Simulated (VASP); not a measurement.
Write the native input for VASP 6.6.1 that does the following.

```yaml
Task: single point
Functional: PBE
Potentials_or_basis: VASP PAW PBE potentials, release 64 (Al, N, Ta_pv)
Cutoff: 520 eV
k_mesh: 1 × 1 × 1, shifted
Occupations: fermi-dirac, width 0.05 eV
Spin: no spin polarisation
Dipole_correction: no
Further_INCAR_settings: LREAL = Auto; ALGO = Normal; EDIFF = 1e-06; NBANDS = 67; ISYM = 0
```

The structure of Ta4Al5N9 lies in POSCAR:

```
Ta4Al5N9
1.0
    5.7043550000     -0.0555350000     -0.0206970000
   -0.0555350000      6.2992770000      0.1411560000
   -0.0206970000      0.1411560000      5.7643950000
Al N Ta
5 9 4
Direct
    0.2165215777      0.6390018392      0.7278821808
    0.3235240942      0.0330629692      0.4745679194
    0.6688842329      0.3358935046      0.7151892807
    0.0665543528      0.7983902611      0.1511355311
    0.5800526128      0.9435688431      0.0370066495
    0.6150474465      0.1727726232      0.4532081415
    0.7535090291      0.2221273800      0.0158068217
    0.3923737842      0.4131106496      0.8239966056
    0.6210707713      0.7066462799      0.2601129762
    0.0094770959      0.8535821698      0.8346636382
    0.9378952005      0.4896043574      0.6146783876
    0.4821477873      0.8463720088      0.7243500013
    0.1286016419      0.4892077058      0.1412411997
    0.2754857946      0.0646122388      0.1568598828
    0.4818293023      0.4172417792      0.1751880710
    0.9576831794      0.2772084857      0.3546919543
    0.7997362772      0.8493757586      0.5572570334
    0.0913777574      0.2022480525      0.8630391775
```

The cell was built by a generator and needn't be a form met in nature.

These files were run (other wordings do the same):

INCAR

```
PREC = Accurate ; ENCUT = 520
EDIFF = 1E-6 ; ISMEAR = -1
SIGMA = 0.05 ; LREAL = Auto
LASPH = True ; NELM = 100
ALGO = Normal ; ISIF = 2
LWAVE = False ; LCHARG = True
GGA = PE ; LELF = True
LVHAR = True ; NBANDS = 67
ISYM = 0
```

KPOINTS

```
Automatic mesh
0
Gamma
  1 1 1
  0.25 0.25 0.25
```

Potentials or basis: VASP PAW PBE potentials, release 64 (Al, N, Ta_pv).

Run with:

```bash
$ cat potpaw_PBE.64/Al/POTCAR potpaw_PBE.64/N/POTCAR potpaw_PBE.64/Ta_pv/POTCAR > POTCAR
$ mpirun -np 1 vasp_std > vasp.out
```

It gave:

- Pressure: 0.0 GPa
- Largest force: 1.820 eV/Å
- Band gap on the k mesh: 0.55 eV, direct

Caveat: spin-orbit coupling is left out, which moves the levels of the heavy elements.

Run time: 50 s on 1 thread of Intel(R) Xeon(R) Platinum 8259CL CPU @ 2.50GHz (Skylake/Cascade Lake), with other jobs on the host, peak memory 0.29 GiB.
